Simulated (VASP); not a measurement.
Here is the system:

```xyz
2
Lattice="0.0000 3.0636 3.0636 3.0636 0.0000 3.0636 3.0636 3.0636 0.0000" Properties=species:S:1:pos:R:3 pbc="T T T"
Ga     0.0000     0.0000     0.0000
Sb     1.5318     1.5318     1.4318
```

These are r2SCAN meta-GGA, VASP's PBE PAW potentials (set 64) (plane waves; VASP) values and carry that method's errors. Run with 480 eV cut-off, 8×8×8 Γ-centred mesh, Gaussian smearing of 0.050 eV, potentials Ga_d Sb.

**Question.** Which forces act on the atoms, in eV/Å?

**Answer.** 
```
atom     Fx     Fy      Fz
----  -----  -----  ------
Ga1   0.000  0.000  -0.824
Sb2   0.000  0.000   0.824
```

**Question.** Give the stress tensor in GPa (positive for a compressed cell).

**Answer.** 
```
0.50  1.94  0.00
1.94  0.50  0.00
0.00  0.00  0.24
```
The pressure is its mean diagonal, 0.41 GPa.

The compound is GaSb in the zinc blende structure. This cell was strained or had an atom moved on purpose.
